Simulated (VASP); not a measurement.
# TiRuC2 with BEEF-vdW: from relaxation to properties, part 5 of 5

Aim: relax TiRuC2, then compute properties on the relaxed cell. The cell is invented: it takes the structure of a Materials Project entry for ZrTiC2 (space group 166 there), with some of its atoms replaced by other elements, volume scaled by an estimate. It may not be a known or stable phase.

VASP 6.6.1, plane waves and PAW; the level of theory is named at each step.

So far. Step 6 (Band structure (BEEF-vdW)): There is no gap at this level. Step 7 (Density of states (BEEF-vdW)): The finer mesh and the other smearing move the Fermi level by +0.01 eV from the 7×7×7 run, a small shift, which tests the Fermi level alone. Of the states within 0.3 eV of the Fermi level, the largest shares in the PAW spheres are Ru d 61 %, Ti d 14 % and C p 10 %. The rest lies in smaller channels or between the spheres. The relaxed cell has a = 3.112, c = 14.351 Å (conventional setting).

**8. Elastic tensor by finite strains (BEEF-vdW)**

Level of this step: BEEF-vdW; plane waves and PAW (Ru_pv, Ti_sv, C); invented cell (VASP).

IBRION = 6 with ISIF = 3 strains the cell both ways at fixed fractional positions, and adds the ions' share afterwards from the force constants. Stress converges slowly with the basis, so the cutoff is raised.

INCAR

```
SYSTEM = TiRuC2
PREC = Accurate
ENCUT = 560
EDIFF = 1E-07
NELM = 100
ISMEAR = 0
SIGMA = 0.05
LREAL = .FALSE.
ALGO = Normal
GGA = BF
LUSE_VDW = .TRUE.
ZAB_VDW = -1.8867
LASPH = .TRUE.
NBANDS = 23
LORBIT = 11
LWAVE = .FALSE.
LCHARG = .FALSE.
KPAR = 2
IBRION = 6
NFREE = 2
POTIM = 0.015
ISIF = 3
NSW = 1
```

POSCAR

```
TiRuC2
1.0
    1.5560427435      0.8983812108      4.7836995348
   -1.5560427435      0.8983812108      4.7836995348
    0.0000000000     -1.7967624217      4.7836995348
Ru Ti C
1 1 2
Direct
    0.0000000000      0.0000000000      0.0000000000
    0.5000000000      0.5000000000      0.5000000000
    0.2506412874      0.2506412874      0.2506412874
    0.7493587126      0.7493587126      0.7493587126
```

KPOINTS

```
Automatic mesh
0
Gamma
7 7 7
0 0 0
```

PAW data sets: Ru_pv, Ti_sv and C (PBE family, release 64).

Run with:

```bash
$ mpirun -np 2 vasp_std
```

Output:

```text
[... set-up lines as in an earlier step ...]
 entering main loop
       N       E                     dE             d eps       ncg     rms          rms(c)
DAV:   1     0.390573546322E+03    0.39057E+03   -0.19109E+04  2024   0.179E+03
DAV:   2    -0.555678609485E+00   -0.39113E+03   -0.37833E+03  2164   0.511E+02
DAV:   3    -0.323462151510E+02   -0.31791E+02   -0.30894E+02  3421   0.127E+02
DAV:   4    -0.338942325211E+02   -0.15480E+01   -0.15411E+01  2414   0.243E+01
[...]
DAV:  16    -0.264802901461E+02   -0.35025E-06   -0.57467E-07  2480   0.536E-03    0.119E-03
DAV:  17    -0.264802902591E+02   -0.11302E-06   -0.28099E-08  1075   0.146E-03    0.349E-04
DAV:  18    -0.264802902841E+02   -0.24987E-07   -0.14935E-08  1012   0.810E-04
   1 F= -.26480290E+02 E0= -.26478186E+02  d E =-.420884E-02
[... from here on, the cycles between the ionic steps are left out ...]
   2 F= -.26469757E+02 E0= -.26467703E+02  d E =-.410786E-02
   3 F= -.26469757E+02 E0= -.26467667E+02  d E =-.418098E-02
   4 F= -.26469723E+02 E0= -.26467507E+02  d E =-.443145E-02
   5 F= -.26469841E+02 E0= -.26467963E+02  d E =-.375486E-02
   6 F= -.26467896E+02 E0= -.26465683E+02  d E =-.442706E-02
   7 F= -.26467671E+02 E0= -.26465485E+02  d E =-.437056E-02
   8 F= -.26479379E+02 E0= -.26477351E+02  d E =-.405542E-02
   9 F= -.26479379E+02 E0= -.26477351E+02  d E =-.405547E-02
  10 F= -.26475686E+02 E0= -.26473704E+02  d E =-.396431E-02
[...]
soft stop encountered!  aborting job ...
  11 F= -.26475771E+02 E0= -.26473809E+02  d E =-.392430E-02
 Finite differences progress:
  Degree of freedom:   5/ 12
  Displacement:        2/  2
  Total:              10/ 24
 deleting file STOPCAR
```

Elapsed: 41 min, on 2 MPI ranks of Intel Xeon Platinum 8375C at 2.90GHz (Ice Lake), shared host; peak memory 1.4 GiB.

The run was stopped at its time limit, by a STOPCAR file.

More ranks or a longer limit would be the way on.

**9. Band structure (r2SCAN)**

This step: r2SCAN; plane waves and PAW (Ru_pv, Ti_sv, C); invented cell (VASP 6.6.1).

Levels along the symmetry lines show where the bands peak and cross; KPOINTS_OPT computes them in the converged potential. r2SCAN adds the kinetic-energy density, costs more than a GGA and is run with LASPH.

INCAR

```
SYSTEM = TiRuC2
PREC = Accurate
ENCUT = 520
EDIFF = 1E-06
NELM = 100
ISMEAR = 0
SIGMA = 0.05
LREAL = .FALSE.
ALGO = Normal
METAGGA = R2SCAN
LASPH = .TRUE.
NBANDS = 31
LORBIT = 11
LWAVE = .FALSE.
LCHARG = .FALSE.
KPAR = 2
```

POSCAR is that of step 8.

KPOINTS is that of step 8.

KPOINTS_OPT

```
Line mode
16
Line-mode
Reciprocal
  0.00000000   0.00000000   0.00000000 GAMMA
  0.50000000   0.00000000   0.00000000 L

  0.50000000   0.00000000   0.00000000 L
  0.50000000   0.19017936  -0.19017936 B1

  0.80982064   0.50000000   0.19017936 B
  0.50000000   0.50000000   0.50000000 Z

  0.50000000   0.50000000   0.50000000 Z
  0.00000000   0.00000000   0.00000000 GAMMA

  0.00000000   0.00000000   0.00000000 GAMMA
  0.34508968   0.00000000  -0.34508968 X

  0.65491032   0.34508968   0.00000000 Q
  0.50000000   0.50000000   0.00000000 F

  0.50000000   0.50000000   0.00000000 F
  0.65491032   0.65491032   0.19017936 P1

  0.65491032   0.65491032   0.19017936 P1
  0.50000000   0.50000000   0.50000000 Z

  0.50000000   0.00000000   0.00000000 L
  0.80982064   0.34508968   0.34508968 P
```

Run with:

```bash
$ mpirun -np 2 vasp_std
```

Output:

```text
[banner, memory and clock lines left out]
running    2 mpi-ranks, on    1 nodes
[...]
[... a notice as in an earlier step ...]

 LDA part: xc-table for (None), standard interpolation
 POSCAR, INCAR and KPOINTS ok, starting setup
[...]
entering main loop
       N       E                     dE             d eps       ncg     rms          rms(c)
DAV:   1     0.338726138952E+03    0.33873E+03   -0.17259E+04  2744   0.130E+03
DAV:   2    -0.459735375614E+02   -0.38470E+03   -0.36361E+03  2854   0.400E+02
DAV:   3    -0.742074289223E+02   -0.28234E+02   -0.27475E+02  3967   0.102E+02
DAV:   4    -0.756231310220E+02   -0.14157E+01   -0.14033E+01  3735   0.173E+01
[...]
DAV:  13    -0.586063584111E+02    0.33309E-04   -0.28324E-04  3337   0.116E-01    0.360E-02
DAV:  14    -0.586063763130E+02   -0.17902E-04   -0.26930E-05  3038   0.354E-02    0.115E-02
DAV:  15    -0.586063770949E+02   -0.78189E-06   -0.20710E-06  3178   0.908E-03
   1 F= -.58606377E+02 E0= -.58604355E+02  d E =-.404376E-02
 Start KPOINTS_OPT (optional k-point list driver)
k-point batch [1-44\144]
       N       E                     dE             ncg
DAV:   1     0.348672569405E+04   -0.42870E+05     2728
DAV:   2    -0.133485895503E+05   -0.16835E+05     2819
DAV:   3    -0.145473897915E+05   -0.11988E+04     4036
DAV:   4    -0.146068025953E+05   -0.59413E+02     3589
[...]
DAV:   8    -0.146081735064E+05   -0.31263E-04     2314
DAV:   9    -0.146081735079E+05   -0.14775E-05     2202
DAV:  10    -0.146081735080E+05   -0.79453E-07     1854
k-point batch [45-88\144]
       N       E                     dE             ncg
DAV:   1     0.349745546404E+04   -0.26739E+05     2728
DAV:   2    -0.132890207263E+05   -0.16786E+05     2805
DAV:   3    -0.144959927878E+05   -0.12070E+04     4148
DAV:   4    -0.145539222513E+05   -0.57929E+02     3443
DAV:   5    -0.145550411056E+05   -0.11189E+01     3189
DAV:   6    -0.145550639950E+05   -0.22889E-01     3158
DAV:   7    -0.145550646164E+05   -0.62133E-03     3305
```

The job ended after 8.4 min (2 MPI ranks).

The run was cut off at its time limit.

The self-consistent loop had finished, and the limit fell in the path of KPOINTS_OPT; fewer path points or more time would be the way on.

**10. Results**

```
relaxed volume                            : 10.03 Å³/atom
relaxed conventional cell a, b, c         : 3.112, 3.112, 14.351 Å; angles 90.0, 90.0, 120.0°
space group after relaxing, within 0.02 Å : R-3m (No. 166)
band gap                                  : none, a metal
DOS at the Fermi level                    : 2.08 states/eV/cell
```

With BEEF-vdW, TiRuC2 relaxes to 10.03 Å³/atom in space group R-3m (held by the symmetry of the run) and comes out as a metal. Not obtained: elastic tensor by finite strains (BEEF-vdW), because the run hit its time limit. Not obtained: band structure (r2SCAN), because the run hit its time limit. Band structure (BEEF-vdW): Of the bands kept, 2 cross the Fermi level on this path. Spin-orbit coupling is left out; it would split some degenerate bands. The k-sampling is coarse for a metal, so the Fermi level, pressures and the shape of the cell carry errors. No search among competing phases was made. All values are for a static lattice at zero temperature.

[Lines on the potential files, build, host, timing and source positions are cut from VASP's logs without a mark.]

[Logs are printed without paths, hosts, clocks, repeated set-up lines and the standing remarks that a program may print on its own settings, such as how far it seeks lower states.]

[Hosts, paths, dates, database ids (printed as entryN), source tags and the programs' standing remarks are cut or masked in the printed files.]

[A measured line is paired with the nearest computed mode of its activity, which favours agreement.]
